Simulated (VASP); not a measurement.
Input for VASP

### KPOINTS
```
Automatic mesh
0
Gamma
12 12 12
0 0 0
```

File POSCAR:
```
HfN
3.2600450
  0.0000000000   0.7071068037   0.7071068037
  0.7071068037   0.0000000000   0.7071068037
  0.7071068037   0.7071068037   0.0000000000
Hf N
1 1
Cart
  0.0000000000   0.0000000000   0.0000000000
  0.7071068037   0.7071068037   0.7071068037
```

**INCAR**
```
SYSTEM = HfN
PREC = Accurate
ENCUT = 520
EDIFF = 1E-6
NELM = 100
ALGO = Normal
LREAL = .FALSE.
LASPH = .TRUE.
ISMEAR = 1
SIGMA = 0.3
GGA = PE
LMAXMIX = 6
LWAVE = .FALSE.
LCHARG = .FALSE.
ISIF = 2
```

POTCAR, in this order: Hf_pv N (PBE.64 set). Program: vasp_std.

Q: Translate this PBE calculation to Quantum ESPRESSO's pw.x.

A: One equivalent input (not run):
```
&CONTROL
  calculation = 'scf'
  pseudo_dir = './pseudo'
  outdir = './out'
  tprnfor = .true.
  tstress = .true.
/
&SYSTEM
  ibrav = 0
  nat = 2
  ntyp = 2
  ecutwfc = 84
  occupations = 'smearing'
  smearing = 'methfessel-paxton'
  degauss = 0.02205
  input_dft = 'pbe'
/
&ELECTRONS
  conv_thr = 7.3e-08
  electron_maxstep = 100
/
ATOMIC_SPECIES
  Hf 178.490 Hf.upf
  N 14.007 N.upf
CELL_PARAMETERS angstrom
     0.0000000    2.3052000    2.3052000
     2.3052000    0.0000000    2.3052000
     2.3052000    2.3052000    0.0000000
ATOMIC_POSITIONS crystal
  Hf   0.0000000  0.0000000  0.0000000
  N    0.5000000  0.5000000  0.5000000
K_POINTS automatic
  12 12 12 0 0 0
```
The two are equivalent in intent, not identical: the potentials are each code's own (VASP's PAW set, PseudoDojo norm-conserving files in pw.x), so ENCUT and ecutwfc are chosen apart and not converted; conv_thr bounds pw.x's estimated SCF error, while EDIFF bounds the energy change between steps.

The compound is HfN in the rock salt structure. The cell was not relaxed at this level. The run is one of a series of settings (SIGMA = 0.3 against the base run), some of them coarse on purpose.
